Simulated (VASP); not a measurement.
Given:

```yaml
crystal:
  lattice:
    - [1.80982, -3.13470, 0.00000]
    - [1.80982, 3.13470, 0.00000]
    - [0.00000, 0.00000, 5.65433]
  atoms:
    - { symbol: Lu, position: [0.33333, 0.66667, 0.25000] }
    - { symbol: Lu, position: [0.66667, 0.33333, 0.75000] }
```

Computed with revPBE GGA, VASP's PBE PAW potentials (set 64) (plane waves; VASP 6.6.1). Settings: 520 eV cut-off, 12×12×7 Γ-centred mesh, first-order Methfessel-Paxton smearing of 0.10 eV, potentials Lu_3.

Question: Give the stress tensor in GPa (positive for a compressed cell).

Answer: 
```
-2.25   0.00   0.00
 0.00  -2.25   0.00
 0.00   0.00  -2.30
```
The pressure is its mean diagonal, -2.27 GPa.

The compound is Lu in the hcp structure. This cell is one point of a volume scan, at 1.06 of the reference volume.
